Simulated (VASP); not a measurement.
GaSb (zinc blende): the lattice constant a from VASP (plane waves, PAW) at several levels of theory. Static lattice. The measured value holds thermal and zero-point effects that the static calculation lacks.

```json
[
 {"level": "RPBE", "lattice constant a (Å)": "6.287", "error against measurement": "+3.1 %"},
 {"level": "AM05", "lattice constant a (Å)": "6.129", "error against measurement": "+0.5 %"},
 {"level": "PBE-D3(BJ)", "lattice constant a (Å)": "6.132", "error against measurement": "+0.6 %"},
 {"level": "PBE-D4", "lattice constant a (Å)": "6.114", "error against measurement": "+0.3 %"},
 {"level": "optB88-vdW", "lattice constant a (Å)": "6.204", "error against measurement": "+1.8 %"},
 {"level": "rev-vdW-DF2", "lattice constant a (Å)": "6.175", "error against measurement": "+1.3 %"},
 {"level": "revTPSS", "lattice constant a (Å)": "6.126", "error against measurement": "+0.5 %"},
 {"level": "r2SCAN+rVV10", "lattice constant a (Å)": "6.111", "error against measurement": "+0.3 %"}
]
```

Measured: 6.096 Å at 300 K (as given by I. Vurgaftman et al., Journal of Applied Physics (2001), doi:10.1063/1.1368156).

The cell of the RPBE run:

```yaml
crystal:
  lattice:
    - [0.00000, 3.14338, 3.14338]
    - [3.14338, 0.00000, 3.14338]
    - [3.14338, 3.14338, 0.00000]
  atoms:
    - { symbol: Ga, position: [0.00000, 0.00000, 0.00000] }
    - { symbol: Sb, position: [0.25000, 0.25000, 0.25000] }
```

Only levels that ran to the end are used. Left out are those held back, those with too coarse a band path, GW runs whose mesh misses a band edge, hybrids' fits of cells that aren't cubic and levels without matching references; a question may draw on a part of the rest.

The compound is GaSb in the zinc blende structure.
